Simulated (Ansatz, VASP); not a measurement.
## BPd4: VASP beside Ansatz

```
B Pd
1.0
     4.20263    0.00000    0.00000
     0.00000    4.20263    0.00000
     0.00000    0.00000    4.20263
B Pd
1 4
Direct
  0.50000 0.50000 0.50000
  0.23425 0.23425 0.23425
  0.76575 0.76575 0.23425
  0.76575 0.23425 0.76575
  0.23425 0.76575 0.76575
```

Alike in both runs: functional PBE; k mesh 10 × 10 × 10; occupations gaussian, width 0.1 eV; no spin polarisation.

Ansatz relaxed the structure, and its values are those at the end. VASP's run is a single point on that final structure, the one shown.

|  | VASP | Ansatz |
| --- | --- | --- |
| version | VASP 6.6.1 | Ansatz 0.2.0 |
| potentials or method | VASP PAW PBE potentials, release 64 (B, Pd) | scalar-relativistic, plane waves, PAW |
| plane-wave cutoff (eV) | 520 | 420 |
| valence electrons in the cell | 43 | 75 |

VASP gave:

| Quantity | Value |
| --- | --- |
| gap on the k mesh at the Fermi level (eV) | none |
| pressure (GPa) | 0.2 |
| rms of the force components (eV/Å) | 0.042 |

What did Ansatz give for the same quantities?

gap on the k mesh at the Fermi level (eV): none; pressure (GPa): 0.0; rms of the force components (eV/Å): 0.001.

A gap of «none» marks a metal or a gap that the smearing closes. With one functional, cell and mesh, what is left measures potentials, basis and numerics. The two sets of potentials don't hold the same shells in valence.
